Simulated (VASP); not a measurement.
Te (space group P3_121): the measured cell of entry 1011098 of the Crystallography Open Database is

```xyz
3
Lattice="4.4540 0.0000 0.0000 -2.2270 3.8573 0.0000 0.0000 0.0000 5.9240" Properties=species:S:1:pos:R:3 pbc="T T T"
Te     1.1981     0.0000     1.9747
Te    -0.5991     1.0376     3.9493
Te     1.6279     2.8197     0.0000
```

Computed with SCAN meta-GGA, VASP's PBE PAW potentials (set 64) (plane waves; VASP 6.6.1). Numerical set-up: 400 eV cut-off, 7×7×4 Γ-centred mesh, tetrahedra with Blöchl corrections, potentials Te.

The calculation is for a static lattice at zero pressure; the measurement, whose temperature isn't given here, holds thermal and zero-point expansion. The entry's conditions were not checked, so it may have been measured under pressure.

How far does the relaxed conventional cell lie from the measured one?

|  | measured | computed | difference |
|---|---|---|---|
| a (Å) | 4.454 | 4.454 | +0.0 % |
| c (Å) | 5.924 | 5.941 | +0.3 % |
| V (Å³/atom) | 33.93 | 34.03 | +0.3 % |

The structure comes from a measured Te entry (P3_121) of the Crystallography Open Database, whose conditions weren't checked. It was relaxed first. Symmetry was kept, so distortions that lower it aren't found.
